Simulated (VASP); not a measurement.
Here is the system:

```xyz
2
Lattice="0.0000 3.3311 3.3311 3.3311 0.0000 3.3311 3.3311 3.3311 0.0000" Properties=species:S:1:pos:R:3 pbc="T T T"
Rb     0.0000     0.0000     0.0000
Cl     3.3311     3.3311     3.3311
```

Level of theory: AM05 GGA, VASP's PBE PAW potentials (set 64) (plane waves; VASP). Numerical set-up: 520 eV cut-off, Gaussian smearing of 0.050 eV, potentials Rb_sv Cl.

Task: Predict the band gap (along the path) with the smallest direct gap where there is one.

Result: 
```
Item                                   Result
------------------------------------  -------
band gap (along the path)             4.95 eV
smallest direct gap (along the path)  4.95 eV
```

The absolute energy has meaning only against runs of the same code, potentials and settings.

The compound is RbCl in the rock salt structure. It was relaxed first.
